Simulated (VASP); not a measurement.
```
LiBr
1.0
    0.00000     2.86361     2.86361
    2.86361     0.00000     2.86361
    2.86361     2.86361     0.00000
Li Br
1 1
Direct
  0.00000   0.00000   0.00000
  0.50000   0.50000   0.50000
```

Calculation: RPBE GGA, VASP's PBE PAW potentials (set 64) (plane waves; VASP). Numerical set-up: 520 eV cut-off, 8×8×8 Γ-centred mesh, Gaussian smearing of 0.050 eV, potentials Li_sv Br.

### Question
What does the run give for the energy per atom (σ→0), pressure, band gap (on the k-mesh) with the smallest direct gap where there is one?

### Answer

The band gap (on the k-mesh) is 4.71 eV and the smallest direct gap (on the k-mesh) is 4.71 eV. The energy per atom (σ→0) comes out as -3.132 eV/atom. The pressure comes out as -1.13 GPa.

The compound is LiBr in the rock salt structure. This cell is one point of a volume scan, at 1.06 of the reference volume.
